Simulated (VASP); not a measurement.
Shape and ions are relaxed at each volume.

Energy against volume of Zr (hcp). These are optB86b-vdW, VASP's PBE PAW potentials (set 64) (plane waves; VASP) values and carry that method's errors.

```tsv
V (Å³/atom)	E (eV/atom)
21.457	-6.00394
22.142	-6.02495
22.827	-6.03185
23.512	-6.02621
24.197	-6.00947
```

Fit a third-order Birch-Murnaghan equation of state.

```json
{
 "volume_per_atom": "22.85 Å^3/atom",
 "bulk_modulus": "97.3 GPa",
 "pressure_derivative_of_the_bulk_modulus": "2.99"
}
```

The compound is Zr in the hcp structure. It was relaxed first.
